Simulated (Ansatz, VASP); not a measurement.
# FeSi: VASP beside Ansatz, part 2 of 2

Wanted: the spread between two codes on one cell, functional and k mesh. The cell is taken from a series of VASP runs on this material, whose earlier steps may have relaxed, scaled or displaced it; both programs get it as it stands.

VASP 6.6.1 and Ansatz 0.2.0.

So far. Step 2 (Ansatz: single point, PBE): The run ends at a pressure of -12.90 GPa, with forces up to 0.16 eV/Å.

## 3. VASP: single point, PBE

Level of this step: PBE, spin-polarised from an antiferromagnetic start; plane waves and PAW (Fe, Si) (VASP).

The same cell, functional, mesh and smearing now go to VASP, with its own data sets and cutoff.

Lines of VASP's logs that name or quote its potential files are left out, and so is its time.

Contents of INCAR:

```
SYSTEM = FeSi
PREC = Normal
ENCUT = 350
EDIFF = 1E-06
NELM = 150
ISMEAR = -1
SIGMA = 0.15
LREAL = .FALSE.
ALGO = Normal
GGA = PE
NBANDS = 76
ISPIN = 2
MAGMOM = 2.8 -2.8 2.8 -2.8 2.8 -2.8 -2.8 2.8 0 0 0 0 0 0 0 0
LASPH = .TRUE.
LMAXMIX = 4
LORBIT = 11
LWAVE = .FALSE.
LCHARG = .FALSE.
KPAR = 4
AMIX = 0.2
BMIX = 1E-04
AMIX_MAG = 0.8
BMIX_MAG = 1E-04
```

Contents of POSCAR:

```
FeSi
1.0
    4.5507000000      0.0000000000      0.0000000000
    0.0000000000      9.1014000000      0.0000000000
    0.0000000000      4.5507000000      4.5507000000
Fe Si
8 8
Direct
    0.1365200000      0.0000000000      0.1365200000
    0.1365200000      0.5000000000      0.1365200000
    0.3634800000      0.1134800000      0.6365200000
    0.3634800000      0.6134800000      0.6365200000
    0.6365200000      0.7500000000      0.8634800000
    0.6365200000      0.2500000000      0.8634800000
    0.8634800000      0.1365200000      0.3634800000
    0.8634800000      0.6365200000      0.3634800000
    0.8424000000      0.0000000000      0.8424000000
    0.8424000000      0.5000000000      0.8424000000
    0.6576000000      0.9076000000      0.3424000000
    0.6576000000      0.4076000000      0.3424000000
    0.3424000000      0.2500000000      0.1576000000
    0.3424000000      0.7500000000      0.1576000000
    0.1576000000      0.8424000000      0.6576000000
    0.1576000000      0.3424000000      0.6576000000
```

Contents of KPOINTS:

```
Automatic mesh
0
Gamma
10 5 10
0 0 0
```

The projector-augmented-wave data sets are Fe and Si (PBE family, release 64).

Started as:

```sh
$ mpirun -np 4 vasp_std
```

Numbers of over 12 decimals in the logs are rounded to 6 here.

Output:

```text
[banner, memory and clock lines left out]
running    4 mpi-ranks, on    1 nodes
 distrk:  each k-point on    1 cores,    4 groups
 distr:  one band on    1 cores,    1 groups

 POSCAR found type information on POSCAR FeSi
 POSCAR found :  2 types and      16 ions
 LDA part: xc-table for (Slater+PW92), standard interpolation
 POSCAR, INCAR and KPOINTS ok, starting setup
 FFT: planning ... GRIDC
 FFT: planning ... GRID_SOFT
 FFT: planning ... GRID
 WAVECAR not read
 entering main loop
       N       E                     dE             d eps       ncg     rms          rms(c)
DAV:   1     0.619896183326E+03    0.61990E+03   -0.28057E+04 47424   0.101E+03
DAV:   2    -0.664222150296E+02   -0.68632E+03   -0.64054E+03 47428   0.298E+02
DAV:   3    -0.126817608833E+03   -0.60395E+02   -0.53867E+02 51772   0.104E+02
DAV:   4    -0.130171288585E+03   -0.33537E+01   -0.32848E+01 65984   0.236E+01
DAV:   5    -0.130242956827E+03   -0.71668E-01   -0.71536E-01 64516   0.375E+00    0.449E+01
DAV:   6    -0.118823613720E+03    0.11419E+02   -0.68098E+01 72136   0.730E+01    0.182E+01
DAV:   7    -0.117496704473E+03    0.13269E+01   -0.83780E+00 70452   0.281E+01    0.132E+01
DAV:   8    -0.118290672546E+03   -0.79397E+00   -0.27802E+00 74184   0.193E+01    0.145E+01
DAV:   9    -0.117483241320E+03    0.80743E+00   -0.20733E+00 74968   0.194E+01    0.620E+00
DAV:  10    -0.117457851040E+03    0.25390E-01   -0.78420E-01 73288   0.832E+00    0.169E+00
DAV:  11    -0.117492060970E+03   -0.34210E-01   -0.14693E-01 61080   0.223E+00    0.118E+00
DAV:  12    -0.117501013246E+03   -0.89523E-02   -0.33832E-02 73224   0.131E+00    0.768E-01
DAV:  13    -0.117506572617E+03   -0.55594E-02   -0.24336E-02 79260   0.129E+00    0.356E-01
DAV:  14    -0.117508660993E+03   -0.20884E-02   -0.64289E-03 58516   0.594E-01    0.181E-01
DAV:  15    -0.117508847087E+03   -0.18609E-03   -0.11369E-03 56712   0.216E-01    0.993E-02
DAV:  16    -0.117508932782E+03   -0.85696E-04   -0.49314E-04 73272   0.143E-01    0.439E-02
DAV:  17    -0.117508978444E+03   -0.45662E-04   -0.16445E-04 61224   0.715E-02    0.258E-02
DAV:  18    -0.117508986922E+03   -0.84783E-05   -0.40215E-05 66044   0.360E-02    0.167E-02
DAV:  19    -0.117508987731E+03   -0.80805E-06   -0.24858E-05 51912   0.401E-02    0.663E-03
DAV:  20    -0.117508988608E+03   -0.87721E-06   -0.13567E-05 49564   0.261E-02    0.368E-03
DAV:  21    -0.117508989049E+03   -0.44153E-06   -0.62529E-07 26528   0.964E-03
   1 F= -.11750899E+03 E0= -.11694324E+03  d E =-.113150E+01  mag=     0.0000
```

OUTCAR, selected parts (step 3):

```text
ion  position               nearest neighbor table
   1  0.137  0.000  0.137-   9 2.32  11 2.37  14 2.37  16 2.37  11 2.55  13 2.55  15 2.55   7 2.79
                             4 2.79   6 2.79   3 2.79   6 2.79   8 2.79
   2  0.137  0.500  0.137-  10 2.32  12 2.37  13 2.37  15 2.37  14 2.55  12 2.55  16 2.55   8 2.79
                             3 2.79   5 2.79   4 2.79   5 2.79   7 2.79
   3  0.363  0.113  0.637-  12 2.32   9 2.37  13 2.37  16 2.37  15 2.55  14 2.55   9 2.55   1 2.79
                             6 2.79   2 2.79   7 2.79   7 2.79   5 2.79
   4  0.363  0.613  0.637-  11 2.32  10 2.37  14 2.37  15 2.37  16 2.55  13 2.55  10 2.55   2 2.79
                             5 2.79   1 2.79   8 2.79   8 2.79   6 2.79
   5  0.637  0.750  0.863-  14 2.32   9 2.37  15 2.37  12 2.37  10 2.55  15 2.55  11 2.55   2 2.79
                             4 2.79   7 2.79   8 2.79   2 2.79   3 2.79
   6  0.637  0.250  0.863-  13 2.32  10 2.37  16 2.37  11 2.37  16 2.55   9 2.55  12 2.55   1 2.79
                             3 2.79   8 2.79   7 2.79   1 2.79   4 2.79
   7  0.863  0.137  0.363-  15 2.32  13 2.37   9 2.37  11 2.37  12 2.55  10 2.55  13 2.55   3 2.79
                             6 2.79   5 2.79   3 2.79   1 2.79   2 2.79
   8  0.863  0.637  0.363-  16 2.32  14 2.37  10 2.37  12 2.37  11 2.55   9 2.55  14 2.55   4 2.79
                             5 2.79   6 2.79   4 2.79   2 2.79   1 2.79
   9  0.842  0.000  0.842-   1 2.32   3 2.37   5 2.37   7 2.37   3 2.55   6 2.55   8 2.55  11 2.82
                            14 2.82  15 2.82  12 2.82  14 2.82  16 2.82
  10  0.842  0.500  0.842-   2 2.32   4 2.37   6 2.37   8 2.37   5 2.55   4 2.55   7 2.55  12 2.82
                            13 2.82  16 2.82  11 2.82  13 2.82  15 2.82
  11  0.658  0.908  0.342-   4 2.32   1 2.37   6 2.37   7 2.37   8 2.55   1 2.55   5 2.55  14 2.82
                            15 2.82   9 2.82  10 2.82  15 2.82  13 2.82
  12  0.658  0.408  0.342-   3 2.32   2 2.37   5 2.37   8 2.37   7 2.55   2 2.55   6 2.55  13 2.82
                            16 2.82  10 2.82   9 2.82  16 2.82  14 2.82
  13  0.342  0.250  0.158-   6 2.32   3 2.37   2 2.37   7 2.37   7 2.55   1 2.55   4 2.55  12 2.82
                            15 2.82  10 2.82  16 2.82  10 2.82  11 2.82
  14  0.342  0.750  0.158-   5 2.32   4 2.37   1 2.37   8 2.37   2 2.55   8 2.55   3 2.55  11 2.82
                            16 2.82   9 2.82  15 2.82   9 2.82  12 2.82
  15  0.158  0.842  0.658-   7 2.32   5 2.37   2 2.37   4 2.37   3 2.55   5 2.55   1 2.55  14 2.82
                             9 2.82  13 2.82  11 2.82  11 2.82  10 2.82
  16  0.158  0.342  0.658-   8 2.32   6 2.37   1 2.37   3 2.37   4 2.55   6 2.55   2 2.55  13 2.82
                            10 2.82  14 2.82  12 2.82  12 2.82   9 2.82

  LATTYP: Found a simple tetragonal cell.
 ALAT       =     6.4356616583
 C/A-ratio  =     0.7071067812

 Subroutine GETGRP returns: Found  4 space group operations
 (whereof  1 operations were pure point group operations)

The static configuration has the point symmetry C_1 .
 The point group associated with its full space group is D_2 .

 Found    156 irreducible k-points:

   k-points           NKPTS =    156   k-points in BZ     NKDIM =    156   number of bands    NBANDS=     76

   dimension x,y,z NGX =    24 NGY =   42 NGZ =   30
   dimension x,y,z NGXF=    48 NGYF=   84 NGZF=   60

   ENCUT  =  350.0 eV  25.72 Ry    5.07 a.u.   6.94 13.88  9.82*2*pi/ulx,y,z

   NELECT =      96.0000    total number of electrons

 k-points in reciprocal lattice and weights: Automatic mesh
   0.00000000  0.00000000  0.00000000       0.002
   0.10000000  0.00000000  0.00000000       0.004
   0.20000000  0.00000000  0.00000000       0.004
   0.30000000  0.00000000  0.00000000       0.004
   0.40000000  0.00000000  0.00000000       0.004
   0.50000000  0.00000000  0.00000000       0.002
   0.00000000  0.20000000  0.00000000       0.004
   0.00000000  0.20000000  0.20000000       0.004
   0.10000000  0.20000000  0.00000000       0.008
[...]
11 -80.5772      12 -80.5772      13 -80.5772      14 -80.5772      15 -80.5772
      16 -80.5772

 E-fermi :   8.9706

 spin component 1
 k-point     1 :       0.0000    0.0000    0.0000
  band No.  band energies     occupation
    ...
     44       8.6362      0.90286
     45       8.6362      0.90286
     46       8.6362      0.90286
     47       8.8343      0.71280
     48       8.8343      0.71278
     49       9.4765      0.03317
     50       9.4765      0.03317
     51       9.4892      0.03055
     52       9.4892      0.03055
     53       9.4892      0.03055
    ...

 k-point     2 :       0.1000    0.0000    0.0000
  band No.  band energies     occupation
    ...
     44       8.5467      0.94407
     45       8.5492      0.94320
     46       8.7653      0.79718
     47       8.8143      0.73927
     48       8.8329      0.71463
     49       9.3422      0.07749
     50       9.4206      0.04742
     51       9.4206      0.04742
     52       9.4627      0.03626
     53       9.6862      0.00840
    ...

 k-point     3 :       0.2000    0.0000    0.0000
  band No.  band energies     occupation
    ...
     44       8.5018      0.95794
     45       8.5018      0.95794
     46       8.7590      0.80395
     47       8.8295      0.71924
     48       8.8681      0.66451
     49       9.2225      0.15722
     50       9.3265      0.08529
     51       9.3265      0.08528
     52       9.3865      0.05883
     53       9.8642      0.00258
    ...

 k-point     4 :       0.3000    0.0000    0.0000
  band No.  band energies     occupation
    ...
     44       8.4386      0.97199
     45       8.4738      0.96485
     46       8.6846      0.87067
     47       8.8325      0.71518
     48       8.8821      0.64336
     49       9.1422      0.24161
     50       9.2621      0.12532
     51       9.2621      0.12531
     52       9.2732      0.11743
     53       9.6873      0.00835
    ...

 k-point     5 :       0.4000    0.0000    0.0000
  band No.  band energies     occupation
    ...
     44       8.3537      0.98390
     45       8.4884      0.96139
     46       8.6079      0.91819
     47       8.8519      0.68816
     48       8.8742      0.65535
     49       9.0833      0.32058
     50       9.1498      0.23246
     51       9.2541      0.13127
     52       9.2541      0.13126
     53       9.4929      0.02983
    ...

 k-point     6 :       0.5000    0.0000    0.0000
  band No.  band energies     occupation
    ...
     44       8.3028      0.98848
     45       8.5386      0.94686
     46       8.5386      0.94686
     47       8.8750      0.65419
     48       8.8750      0.65419
     49       9.0696      0.34072
     50       9.0696      0.34072
     51       9.3321      0.08241
     52       9.3321      0.08241
     53       9.3321      0.08241
    ...

  Total      -15.3346554    -15.3286563    -15.3274577      0.0000000      0.0002942      0.0000000
  in kB     -130.3526875   -130.3016921   -130.2915030      0.0000000      0.0025009      0.0000000
  external PRESSURE =    -130.3152942 kB  Pullay stress =       0.0000000 kB

  energy-cutoff  :      350.00
  volume of cell :      188.48
      direct lattice vectors                 reciprocal lattice vectors
     4.550700000  0.000000000  0.000000000     0.219746413  0.000000000  0.000000000
     0.000000000  9.101400000  0.000000000     0.000000000  0.109873206 -0.109873206
     0.000000000  4.550700000  4.550700000     0.000000000  0.000000000  0.219746413

 POSITION                                       TOTAL-FORCE (eV/Angst)
 -----------------------------------------------------------------------------------
      0.62126      0.62126      0.62126        -0.078791     -0.079434     -0.079303
      0.62126      5.17196      0.62126        -0.078791     -0.079434     -0.079303
      1.65409      3.92944      2.89661         0.078679      0.079453     -0.078605
      1.65409      8.48014      2.89661         0.078679      0.079453     -0.078605
      2.89661     10.75549      3.92944        -0.078791      0.079434      0.079303
      2.89661      6.20479      3.92944        -0.078791      0.079434      0.079303
      3.92944      2.89661      1.65409         0.078679     -0.079453      0.078605
      3.92944      7.44731      1.65409         0.078679     -0.079453      0.078605
      3.83351      3.83351      3.83351        -0.082901     -0.082985     -0.082982
      3.83351      8.38421      3.83351        -0.082901     -0.082985     -0.082982
      2.99254      9.81859      1.55816         0.083013      0.083025     -0.082998
      2.99254      5.26789      1.55816         0.083013      0.083025     -0.082998
      1.55816      2.99254      0.71719        -0.082901      0.082985      0.082982
      1.55816      7.54324      0.71719        -0.082901      0.082985      0.082982
      0.71719     10.65956      2.99254         0.083013     -0.083025      0.082998
      0.71719      6.10886      2.99254         0.083013     -0.083025      0.082998
 -----------------------------------------------------------------------------------
    total drift:                               -0.000942     -0.000000     -0.000000

  FREE ENERGIE OF THE ION-ELECTRON SYSTEM (eV)
  ---------------------------------------------------
  free  energy   TOTEN  =      -117.5089890492 eV

  energy  without entropy=     -116.3774921598  energy(sigma->0) =     -116.94324060

 total charge
# of ion       s       p       d       tot
------------------------------------------
    1        0.410   0.574   6.485   7.469
    2        0.410   0.574   6.485   7.469
    3        0.410   0.574   6.485   7.469
    4        0.410   0.574   6.485   7.469
    5        0.410   0.574   6.485   7.469
    6        0.410   0.574   6.485   7.469
    7        0.410   0.574   6.485   7.469
    8        0.410   0.574   6.485   7.469
    9        0.736   0.857   0.000   1.592
   10        0.736   0.857   0.000   1.592
   11        0.736   0.857   0.000   1.592
   12        0.736   0.857   0.000   1.592
   13        0.736   0.857   0.000   1.592
   14        0.736   0.857   0.000   1.592
   15        0.736   0.857   0.000   1.592
   16        0.736   0.857   0.000   1.592
--------------------------------------------------
tot          9.168  11.443  51.876  72.487

 magnetization (x)
# of ion       s       p       d       tot
------------------------------------------
    1        0.000   0.000   0.000   0.000
    2       -0.000  -0.000  -0.000  -0.000
    3        0.000   0.000   0.000   0.000
    4       -0.000  -0.000  -0.000  -0.000
    5        0.000   0.000   0.000   0.000
    6       -0.000  -0.000  -0.000  -0.000
    7       -0.000  -0.000  -0.000  -0.000
    8        0.000   0.000   0.000   0.000
    9       -0.000  -0.000   0.000  -0.000
   10        0.000   0.000   0.000   0.000
   11        0.000   0.000   0.000   0.000
   12       -0.000  -0.000   0.000  -0.000
   13        0.000   0.000   0.000   0.000
   14       -0.000  -0.000   0.000  -0.000
   15        0.000   0.000   0.000   0.000
   16       -0.000  -0.000   0.000  -0.000
--------------------------------------------------
tot          0.000   0.000   0.000   0.000

[... 1 further part left out ...]
```

The moments of VASP's start collapse, so its state is non-magnetic. The gap is read on the k-mesh alone, so it is an upper bound where the band edges lie off the mesh. The gap is under twice the smearing width, so the edge states are partly filled and the run can't tell a small gap from a semimetal.

## 4. Differences

Known differences besides the potentials themselves: the data sets hold 160 valence electrons in Ansatz (default PAW (the set named soft_2) files) and 96 in VASP; the cutoff is 420 eV in Ansatz and 350 eV in VASP (PREC = Normal). Total energies have different zeros and are not compared.

Compared:

```csv
quantity,Ansatz,VASP,difference
pressure (GPa),-12.90,-13.03,+0.13
pressure without Ansatz's Pulay correction (GPa),-12.96,-13.03,+0.08
```

Forces on 7 of the 16 atoms, those with the largest forces and the largest differences (eV/Å; atoms numbered as in POSCAR):

| atom | Ansatz x, y, z | VASP x, y, z |
| --- | --- | --- |
| Fe1 | -0.095, -0.095, -0.095 | -0.079, -0.079, -0.079 |
| Fe2 | -0.095, -0.095, -0.095 | -0.079, -0.079, -0.079 |
| Fe3 | 0.095, 0.095, -0.095 | 0.079, 0.079, -0.079 |
| Fe4 | 0.095, 0.095, -0.095 | 0.079, 0.079, -0.079 |
| Fe5 | -0.095, 0.095, 0.095 | -0.079, 0.079, 0.079 |
| Fe7 | 0.095, -0.095, 0.095 | 0.079, -0.079, 0.079 |
| Fe8 | 0.095, -0.095, 0.095 | 0.079, -0.079, 0.079 |

The forces differ by 11 meV/Å r.m.s., which is 13.8 % of the r.m.s. force of 0.08 eV/Å (both taken over all components). Ansatz's pressure holds a Pulay correction of 0.06 GPa; VASP's holds none.

## 5. What came out

```json
{
  "r.m.s. force difference (single point, PBE)": "11 meV/Å"
}
```

What this shows: The r.m.s. force difference is 11 meV/Å (single point, PBE), within the 12 meV/Å picked in this series as the mark of a large difference. How closely two codes agree says nothing of how well the functional describes the real material.

[Lines on the potential files, build, host, timing and source positions are cut from VASP's logs without a mark.]

[Logs are printed without paths, hosts, clocks, repeated set-up lines and the standing remarks that a program may print on its own settings, such as how far it seeks lower states.]

[Hosts, paths, dates, database ids (printed as entryN), source tags and the programs' standing remarks are cut or masked in the printed files.]
